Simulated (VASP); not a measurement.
Calculation: PBE GGA, VASP's PBE PAW potentials (set 64) (plane waves; VASP).

Input for VASP

File KPOINTS:
```
Regular mesh
0
Gamma
  8 8 8
0 0 0
```

### INCAR
```
ALGO=Fast
EDIFF=1E-5
EDIFFG=-0.03
ENCUT=400
GGA=PE
IBRION=2
ISIF=2
ISMEAR=0
LASPH=T
LCHARG=F
LREAL=F
LWAVE=F
NELM=100
NELMIN=4
NSW=20
PREC=Normal
SIGMA=0.05
SYSTEM=SiO2
```

### POSCAR
```
SiO2
1.0
  2.5027832349  -4.3349478446   0.0000000000
  2.5027832349   4.3349478446   0.0000000000
  0.0000000000   0.0000000000   5.4933253676
Si O
3 6
Cart
  1.1755572854   2.0361250026   1.8311066248
  2.6544518989   0.0000000000   0.0000000000
  1.1755572854  -2.0361250026   3.6622187428
  1.7028937130   0.6355033540   1.1768515735
  3.6037575799   1.1569975797   4.8390703163
  2.2016984117  -2.5424469109   2.4853616760
  3.6037575799  -1.1569975797   0.6542550513
  1.7028937130  -0.6355033540   4.3164737941
  2.2016984117   2.5424469109   3.0079636916
```

POTCAR, in this order: Si O (PBE.64 set). Program: vasp_std.

Output of the run:

**OSZICAR**
```
...
DAV:   4    -0.802583568436E+02   -0.24037E+00   -0.24000E+00  4471   0.102E+01
DAV:   5    -0.802633386928E+02   -0.49818E-02   -0.49799E-02  4355   0.143E+00    0.241E+01
RMM:   6    -0.709475837193E+02    0.93158E+01   -0.37367E+01  3770   0.325E+01    0.106E+01
RMM:   7    -0.712520530225E+02   -0.30447E+00   -0.49329E+00  3770   0.105E+01    0.459E+00
RMM:   8    -0.712529751022E+02   -0.92208E-03   -0.39201E-01  3770   0.422E+00    0.115E+00
RMM:   9    -0.712717432646E+02   -0.18768E-01   -0.96601E-02  3772   0.213E+00    0.513E-01
RMM:  10    -0.712777123937E+02   -0.59691E-02   -0.80393E-02  3771   0.146E+00    0.417E-01
RMM:  11    -0.712737800561E+02    0.39323E-02   -0.17625E-02  3770   0.772E-01    0.392E-02
RMM:  12    -0.712744753710E+02   -0.69531E-03   -0.64089E-03  3770   0.467E-01    0.124E-01
RMM:  13    -0.712742613078E+02    0.21406E-03   -0.82900E-04  4035   0.140E-01    0.751E-02
RMM:  14    -0.712741698875E+02    0.91420E-04   -0.36828E-04  3770   0.100E-01    0.287E-02
RMM:  15    -0.712741729277E+02   -0.30402E-05   -0.71211E-05  3060   0.386E-02
   1 F= -.71274173E+02 E0= -.71274173E+02  d E =-.712742E+02
       N       E                     dE             d eps       ncg     rms          rms(c)
DAV:   1    -0.712745694958E+02   -0.39961E-03   -0.33898E+00  4390   0.129E+01    0.535E-01
RMM:   2    -0.712805633904E+02   -0.59939E-02   -0.72551E-02  3770   0.181E+00    0.181E-01
RMM:   3    -0.712804696007E+02    0.93790E-04   -0.60497E-03  3772   0.555E-01    0.949E-02
RMM:   4    -0.712803413488E+02    0.12825E-03   -0.17159E-03  3770   0.260E-01    0.230E-02
RMM:   5    -0.712803680944E+02   -0.26746E-04   -0.25470E-04  4132   0.890E-02    0.155E-02
RMM:   6    -0.712803692471E+02   -0.11528E-05   -0.32700E-05  2596   0.357E-02
   2 F= -.71280369E+02 E0= -.71280369E+02  d E =-.619632E-02
       N       E                     dE             d eps       ncg     rms          rms(c)
DAV:   1    -0.712803927985E+02   -0.24704E-04   -0.35040E-02  4405   0.131E+00    0.548E-02
RMM:   2    -0.712804521811E+02   -0.59383E-04   -0.73290E-04  3770   0.183E-01    0.204E-02
RMM:   3    -0.712804496682E+02    0.25129E-05   -0.59815E-05  3180   0.559E-02    0.125E-02
RMM:   4    -0.712804483950E+02    0.12732E-05   -0.15605E-05  2210   0.255E-02
   3 F= -.71280448E+02 E0= -.71280448E+02  d E =-.627547E-02
       N       E                     dE             d eps       ncg     rms          rms(c)
DAV:   1    -0.712836404292E+02   -0.31908E-02   -0.10824E+00  3980   0.730E+00    0.230E-01
RMM:   2    -0.712852533891E+02   -0.16130E-02   -0.19311E-02  3770   0.938E-01    0.856E-02
RMM:   3    -0.712852630386E+02   -0.96496E-05   -0.15766E-03  3772   0.284E-01    0.470E-02
RMM:   4    -0.712852323707E+02    0.30668E-04   -0.39505E-04  3770   0.128E-01    0.125E-02
RMM:   5    -0.712852392750E+02   -0.69043E-05   -0.61737E-05  2922   0.441E-02
   4 F= -.71285239E+02 E0= -.71285239E+02  d E =-.479088E-02
       N       E                     dE             d eps       ncg     rms          rms(c)
DAV:   1    -0.712815280127E+02    0.37044E-02   -0.55806E+00  3770   0.166E+01    0.525E-01
RMM:   2    -0.712898253333E+02   -0.82973E-02   -0.98377E-02  3770   0.212E+00    0.194E-01
RMM:   3    -0.712898299912E+02   -0.46579E-05   -0.80445E-03  3772   0.643E-01    0.104E-01
RMM:   4    -0.712896832327E+02    0.14676E-03   -0.20504E-03  3770   0.291E-01    0.247E-02
RMM:   5    -0.712897193126E+02   -0.36080E-04   -0.32519E-04  4092   0.997E-02    0.151E-02
RMM:   6    -0.712897220202E+02   -0.27076E-05   -0.43390E-05  2856   0.422E-02
   5 F= -.71289722E+02 E0= -.71289722E+02  d E =-.927363E-02
       N       E                     dE             d eps       ncg     rms          rms(c)
DAV:   1    -0.712906827485E+02   -0.96344E-03   -0.17470E-01  4375   0.293E+00    0.649E-02
RMM:   2    -0.712909515508E+02   -0.26880E-03   -0.29271E-03  3770   0.362E-01    0.307E-02
RMM:   3    -0.712909622416E+02   -0.10691E-04   -0.24670E-04  3786   0.109E-01    0.201E-02
RMM:   4    -0.712909595799E+02    0.26617E-05   -0.62820E-05  3406   0.501E-02
   6 F= -.71290960E+02 E0= -.71290960E+02  d E =-.123756E-02
       N       E                     dE             d eps       ncg     rms          rms(c)
DAV:   1    -0.712914932087E+02   -0.53097E-03   -0.15698E+00  3790   0.878E+00    0.192E-01
RMM:   2    -0.712938784472E+02   -0.23852E-02   -0.26027E-02  3770   0.108E+00    0.891E-02
RMM:   3    -0.712939741616E+02   -0.95714E-04   -0.21825E-03  3786   0.326E-01    0.561E-02
RMM:   4    -0.712939524111E+02    0.21751E-04   -0.55859E-04  3771   0.150E-01    0.133E-02
RMM:   5    -0.712939647074E+02   -0.12296E-04   -0.10787E-04  3310   0.535E-02    0.959E-03
RMM:   6    -0.712939659769E+02   -0.12695E-05   -0.10128E-05  2218   0.200E-02
   7 F= -.71293966E+02 E0= -.71293966E+02  d E =-.424396E-02
       N       E                     dE             d eps       ncg     rms          rms(c)
DAV:   1    -0.712870032084E+02    0.69615E-02   -0.62808E+00  3770   0.176E+01    0.383E-01
RMM:   2    -0.712965398539E+02   -0.95366E-02   -0.10383E-01  3770   0.216E+00    0.176E-01
RMM:   3    -0.712969126306E+02   -0.37278E-03   -0.86207E-03  3782   0.650E-01    0.111E-01
RMM:   4    -0.712968207592E+02    0.91871E-04   -0.22374E-03  3772   0.301E-01    0.232E-02
RMM:   5    -0.712968693683E+02   -0.48609E-04   -0.42712E-04  4126   0.107E-01    0.139E-02
RMM:   6    -0.712968752365E+02   -0.58682E-05   -0.42800E-05  2723   0.418E-02
   8 F= -.71296875E+02 E0= -.71296875E+02  d E =-.715322E-02
       N       E                     dE             d eps       ncg     rms          rms(c)
DAV:   1    -0.712957334614E+02    0.11359E-02   -0.10341E+00  4105   0.716E+00    0.290E-01
RMM:   2    -0.712974197982E+02   -0.16863E-02   -0.20194E-02  3770   0.959E-01    0.902E-02
RMM:   3    -0.712973708390E+02    0.48959E-04   -0.19170E-03  3818   0.298E-01    0.468E-02
RMM:   4    -0.712973316950E+02    0.39144E-04   -0.51474E-04  3770   0.142E-01    0.162E-02
RMM:   5    -0.712973404679E+02   -0.87729E-05   -0.82029E-05  3104   0.496E-02
   9 F= -.71297340E+02 E0= -.71297340E+02  d E =-.465231E-03
       N       E                     dE             d eps       ncg     rms          rms(c)
DAV:   1    -0.712973838586E+02   -0.52164E-04   -0.15252E-01  4260   0.275E+00    0.112E-01
RMM:   2    -0.712976280095E+02   -0.24415E-03   -0.29384E-03  3770   0.366E-01    0.355E-02
RMM:   3    -0.712976208194E+02    0.71901E-05   -0.27239E-04  3818   0.113E-01    0.190E-02
RMM:   4    -0.712976143096E+02    0.65098E-05   -0.72737E-05  3561   0.536E-02
  10 F= -.71297614E+02 E0= -.71297614E+02  d E =-.739073E-03
       N       E                     dE             d eps       ncg     rms          rms(c)
DAV:   1    -0.712977464923E+02   -0.12567E-03   -0.23830E-01  3890   0.340E+00    0.659E-02
RMM:   2    -0.712980882435E+02   -0.34175E-03   -0.38315E-03  3770   0.412E-01    0.319E-02
RMM:   3    -0.712980922470E+02   -0.40035E-05   -0.29262E-04  3772   0.121E-01    0.218E-02
RMM:   4    -0.712980835633E+02    0.86838E-05   -0.82432E-05  3584   0.570E-02
  11 F= -.71298084E+02 E0= -.71298084E+02  d E =-.469254E-03
       N       E                     dE             d eps       ncg     rms          rms(c)
DAV:   1    -0.712972607785E+02    0.83147E-03   -0.82780E-01  3770   0.634E+00    0.122E-01
RMM:   2    -0.712984520404E+02   -0.11913E-02   -0.13453E-02  3770   0.771E-01    0.592E-02
RMM:   3    -0.712984693262E+02   -0.17286E-04   -0.10446E-03  3774   0.228E-01    0.393E-02
RMM:   4    -0.712984404699E+02    0.28856E-04   -0.30055E-04  3770   0.108E-01    0.995E-03
RMM:   5    -0.712984462441E+02   -0.57742E-05   -0.49971E-05  2760   0.383E-02
  12 F= -.71298446E+02 E0= -.71298446E+02  d E =-.831935E-03
```

### OUTCAR
```
------------------------ aborting loop because EDIFF is reached ----------------------------------------
  FORCE on cell =-STRESS in cart. coord.  units (eV):
  Direction    XX          YY          ZZ          XY          YZ          ZX
  --------------------------------------------------------------------------------------
  Total       -3.1864928     -3.1864929     -3.2548060      0.0000000      0.0000000     -0.0000000
  in kB      -42.8302969    -42.8302993    -43.7485087      0.0000000      0.0000000     -0.0000000
  external PRESSURE =     -43.1363683 kB  Pullay stress =       0.0000000 kB
  volume of cell :      119.20
      direct lattice vectors                 reciprocal lattice vectors
     2.502783235 -4.334947845  0.000000000     0.199777589 -0.115341641  0.000000000
     2.502783235  4.334947845  0.000000000     0.199777589  0.115341641  0.000000000
     0.000000000  0.000000000  5.493325368     0.000000000  0.000000000  0.182039099
 POSITION                                       TOTAL-FORCE (eV/Angst)
 -----------------------------------------------------------------------------------
      1.18753      2.05686      1.83111         0.004878      0.008449      0.000000
      2.63051      0.00000      5.49333        -0.009756      0.000000      0.000000
      1.18753     -2.05686      3.66222         0.004878     -0.008449      0.000000
      1.68555      0.67023      1.14516         0.014583     -0.005574     -0.018096
      3.58235      1.12461      4.80738        -0.002465      0.015416     -0.018096
      2.24045     -2.54010      2.51706        -0.012119      0.009843      0.018096
      3.58235     -1.12461      0.68595        -0.002465     -0.015416      0.018096
      1.68555     -0.67023      4.34817         0.014583      0.005574      0.018096
      2.24045      2.54010      2.97627        -0.012119     -0.009843     -0.018096
 -----------------------------------------------------------------------------------
    total drift:                               -0.000638      0.000707      0.000005
  FREE ENERGIE OF THE ION-ELECTRON SYSTEM (eV)
  ---------------------------------------------------
  free  energy   TOTEN  =       -71.2984462441 eV

  energy  without entropy=      -71.2984462441  energy(sigma->0) =      -71.29844624

 reached required accuracy - stopping structural energy minimisation
```
(Selected blocks of OUTCAR.)

**CONTCAR**
```
SiO2
   1.00000000000000
     2.5027832348999999   -4.3349478446000003    0.0000000000000000
     2.5027832348999999    4.3349478446000003    0.0000000000000000
     0.0000000000000000    0.0000000000000000    5.4933253675999998
  Si              O
     3     6
Direct
     0.0000000000000000    0.4744832038777358    0.3333330000000032
     0.5255167961222642    0.5255167961222642    1.0000000000000000
     0.4744832038777358    0.0000000000000000    0.6666669999999968
     0.2594291538761406    0.4140407073166724    0.2084634700109392
     0.5859592926833274    0.8453884465594680    0.8751304700109360
     0.7405708461238596    0.1546115534405319    0.4582025299890600
     0.8453884465594680    0.5859592926833274    0.1248695299890640
     0.4140407073166724    0.2594291538761406    0.7915365299890608
     0.1546115534405319    0.7405708461238596    0.5417974700109399
```

**OUTCAR**
```
 val. band max:        0.6877877301   @ k =   0.3750   0.2500   0.0000

 cond. band min:       6.3955434647   @ k =   0.0000   0.0000   0.0000


 Fermi energy:         0.9568396436

 k-point     1 :       0.0000    0.0000    0.0000
  band No.  band energies     occupation
      1     -18.5566      2.00000
      2     -17.1102      2.00000
      3     -17.1100      2.00000
      4     -16.5089      2.00000
      5     -16.4753      2.00000
      6     -16.4751      2.00000
      7      -7.5499      2.00000
      8      -7.5497      2.00000
      9      -4.7114      2.00000
     10      -4.6367      2.00000
     11      -4.4790      2.00000
     12      -4.4790      2.00000
     13      -2.1028      2.00000
     14      -2.1026      2.00000
     15      -1.9579      2.00000
     16      -1.6975      2.00000
     17      -0.7890      2.00000
     18      -0.7873      2.00000
     19      -0.7819      2.00000
     20      -0.2640      2.00000
     21      -0.2632      2.00000
     22       0.1353      2.00000
     23       0.3659      2.00000
     24       0.3661      2.00000
     25       6.3955      0.00000
     26       9.7885      0.00000
     27       9.7893      0.00000
     28      10.1052      0.00000
     29      10.1054      0.00000

 k-point     2 :       0.1250    0.0000    0.0000
  band No.  band energies     occupation
      1     -18.5130      2.00000
      2     -17.1611      2.00000
      3     -17.1039      2.00000
      4     -16.5175      2.00000
      5     -16.4826      2.00000
      6     -16.4768      2.00000
      7      -7.5712      2.00000
      8      -7.4449      2.00000
      9      -4.7073      2.00000
     10      -4.6677      2.00000
     11      -4.5555      2.00000
     12      -4.3797      2.00000
     13      -2.1952      2.00000
     14      -2.0728      2.00000
     15      -1.9342      2.00000
     16      -1.5791      2.00000
     17      -0.9405      2.00000
     18      -0.8164      2.00000
     19      -0.7815      2.00000
...
```

At this cut-off the stress carries a Pulay error, which pulls relaxed volumes low.

The compound is SiO2 in the quartz structure. This run relaxes the ions in a fixed cell. Symmetry was kept, so distortions that lower it aren't found.
